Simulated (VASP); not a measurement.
Crystal: MgRh.

```
CELL_PARAMETERS angstrom
3.12228 0.00000 0.00000
0.00000 3.12228 0.00000
0.00000 0.00000 3.12228
ATOMIC_POSITIONS crystal
Mg 0.00000 0.00000 0.00000
Rh 0.50000 0.50000 0.50000
```

| Quantity | Value |
| --- | --- |
| Program | VASP 6.6.1 |
| Task | relaxation of cell and atoms |
| Functional | LDA |
| Potentials or basis | VASP PAW LDA potentials, release 64 (Mg, Rh_pv) |
| Cutoff | 600 eV |
| k mesh | 14 × 14 × 14 |
| Occupations | gaussian, width 0.1 eV |
| Spin | no spin polarisation |

At the start: pressure -9.1 GPa; volume 15.22 Å³/atom.

**Question.** Where does the relaxation end?

**Answer.** Over 6 steps the energy falls by 33.5 meV/atom and the volume is 14.11 Å³/atom (-7.3 %); space group Pm-3m (No. 221, to 0.05 Å).

Step by step:
| step | energy change (eV) | largest force (eV/Å) | pressure (GPa) | volume (Å³) |
| --- | --- | --- | --- | --- |
| 1 | 0.0000 | 0.0000 | -9.08 | 30.44 |
| 2 | -0.0317 | 0.0000 | 8.30 | 26.80 |
| 3 | -0.0671 | 0.0000 | -0.07 | 28.24 |
| 4 | -0.0671 | 0.0000 | 0.17 | 28.19 |
| 5 | -0.0671 | 0.0000 | -0.14 | 28.25 |
| 6 | -0.0671 | 0.0000 | 0.01 | 28.23 |

Final structure:
```cif
data_structure
_symmetry_space_group_name_H-M 'P 1'
_symmetry_Int_Tables_number 1
_cell_length_a 3.0447
_cell_length_b 3.0447
_cell_length_c 3.0447
_cell_angle_alpha 90.000
_cell_angle_beta 90.000
_cell_angle_gamma 90.000
_cell_volume 28.23
loop_
_atom_site_label
_atom_site_type_symbol
_atom_site_fract_x
_atom_site_fract_y
_atom_site_fract_z
_atom_site_occupancy
Mg1 Mg 0.00000 0.00000 0.00000 1
Rh1 Rh 0.50000 0.50000 0.50000 1
```
